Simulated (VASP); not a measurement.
Runs of VASP 6.6.1 on W. Symmetry: Im-3m, No. 229, cubic system. The conventional cell has a = 3.161 Å, b = 3.161 Å, c = 3.161 Å, α = 90.00°, β = 90.00°, γ = 90.00°. W (site symmetry m-3m) is surrounded by 8 W at 2.74 Å. 

| task | cell | gap on the mesh (eV) | pressure (GPa) |
| --- | --- | --- | --- |
| single point | a relaxed cell with its volume scaled by 1.06 | none | -16.6 |
| relaxation of cell and atoms | relaxed | none | 0.0 |
| single point | a relaxed cell with its volume scaled by 0.97 | none | (b) |
| single point | as given | none | 0.0 |
| single point | a relaxed cell with its volume scaled by 1.03 | none | (a) |
| single point | a relaxed cell with its volume scaled by 0.94 | none | 22.8 |
| single point | a relaxed cell with its volume scaled by 1.09 | none | -23.1 |

Alike in all rows: level PBE+D3(BJ); potentials or basis VASP PAW PBE potentials, release 64 (W_sv); no spin polarisation; k mesh 18 × 18 × 18; cutoff (eV) 520; smearing gaussian 0.1 eV.

Q: Fill in the values left out.

A: (a) -9.0; (b) 10.6.

Caveats: pairwise dispersion overbinds metals, which lowers pressure and volume; so large a pressure means that the cell lies far from this level's equilibrium, or that cutoff or potentials fall short (some runs); the relaxation stopped at its first step, so nothing moved (some runs).

A k mesh can miss the band edges, and the runs leave out spin-orbit coupling on W.

A gap of «none» marks a metal or a gap under the smearing width.
